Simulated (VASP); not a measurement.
Given:

```
CdSe
1.0
    0.00000     2.71915     2.71915
    2.71915     0.00000     2.71915
    2.71915     2.71915     0.00000
Cd Se
1 1
Direct
  0.00000   0.00000   0.00000
  0.25000   0.25000   0.25000
```

All values below come from PBE GGA, VASP's PBE PAW potentials (set 64) (plane waves; VASP). Numerical set-up: 500 eV cut-off, 8×8×8 Γ-centred mesh, Gaussian smearing of 0.050 eV, potentials Cd Se.

Task: Predict the energy per atom (σ→0), pressure, band gap (on the k-mesh) with the smallest direct gap where there is one.

Result: 
The band gap (on the k-mesh) is 1.24 eV and the smallest direct gap (on the k-mesh) is 1.24 eV. The energy per atom (σ→0) is -1.804 eV/atom and the pressure is 45.02 GPa.

The absolute energy has meaning only against runs of the same code, potentials and settings.

The compound is CdSe in the zinc blende structure, whereas wurtzite is the usual form. It was relaxed first under an external pressure of 45 GPa.
